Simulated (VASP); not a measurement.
Input of a VASP 6.6.1 run:

File INCAR:

```
  PREC = Accurate
  ENCUT = 600
  EDIFF = 1E-7
  ISMEAR = 0
  SIGMA = 0.1
  LREAL = False
  LASPH = True
  NELM = 80
  ALGO = Fast
  ISIF = 3
  LWAVE = False
  LCHARG = False
  GGA = PS
  IBRION = 2
  NSW = 90
  EDIFFG = -0.005
```

Contents of KPOINTS:

```
regular mesh
0
Gamma
  18 18 10
```

Contents of POSCAR:

```
Ti
1.0
    2.9357319200      0.0000000000      0.0000000000
   -1.4678659600      2.5424184200      0.0000000000
    0.0000000000      0.0000000000      4.6408561500
Ti
2
Direct
    0.3333333300      0.6666666700      0.2500000000
    0.6666666700      0.3333333300      0.7500000000
```

Potentials or basis: VASP PAW PBE potentials, release 64 (Ti_sv).

The run is started by

```sh
$ cat potpaw_PBE.64/Ti_sv/POTCAR > POTCAR
$ mpirun -np 1 vasp_std > vasp.out
```

**Question.** Estimate the band gap on the k mesh.

**Answer.** None (metal or under the smearing width).

**Question.** What does it give for the space group after relaxing (to 0.05 Å)?

**Answer.** P6_3/mmc (No. 194).

**Question.** Estimate the relaxed cell.

**Answer.** a = 2.898 Å, b = 2.898 Å, c = 4.587 Å, α = 90.00°, β = 90.00°, γ = 120.00°.

**Question.** Predict the relaxed volume.

**Answer.** 16.68 Å³/atom.

The path:
```
step  energy change (eV)  largest force (eV/Å)  pressure (GPa)  volume (Å³)
   1              0.0000                0.0000           -4.17        34.64
   2             -0.0068                0.0000            3.55        32.43
   3             -0.0170                0.0000            0.10        33.37
   4             -0.0170                0.0000           -0.07        33.40
   5             -0.0170                0.0000           -0.12        33.40
   6             -0.0170                0.0000           -0.11        33.40
   7             -0.0170                0.0000           -0.06        33.38
   8             -0.0170                0.0000            0.01        33.36
```

Caveat: the PAW data sets were made with another functional, which shifts forces and pressure a little.
